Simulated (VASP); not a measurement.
Ni, 6 atoms in the cell. The cell holds a slab with vacuum, 6 atoms: a = 2.500 Å, b = 2.500 Å, c = 25.207 Å, α = 90.00°, β = 90.00°, γ = 120.00°. 

* Program: VASP 6.6.1
* Task: work function
* Functional: PBE
* Potentials or basis: VASP PAW PBE potentials, release 64 (Ni)
* Cutoff: 520 eV
* k mesh: 12 × 12 × 1
* Occupations: fermi-dirac, width 0.05 eV
* Spin: collinear spin, ferromagnetic start
* Starting moments: [1.0, 1.0, 1.0, 1.0, 1.0, 1.0] μB
* Dipole correction: yes
* Further INCAR settings: ALGO = Normal; EDIFF = 1e-06; EFIELD = 0.1

Potentials or basis: VASP PAW PBE potentials, release 64 (Ni).

Command:

```sh
$ cat potpaw_PBE.64/Ni/POTCAR > POTCAR
$ mpirun -np 1 vasp_std > vasp.out
```

Hardware: 1 thread of Intel(R) Xeon(R) 6975P-C (Granite Rapids), with other jobs on the host.

How long does it take, and how much memory?

It took 11 min on 1 thread of Intel(R) Xeon(R) 6975P-C (Granite Rapids) (shared host), peak memory 0.38 GiB. Counts: scf iterations 85, k points 19.
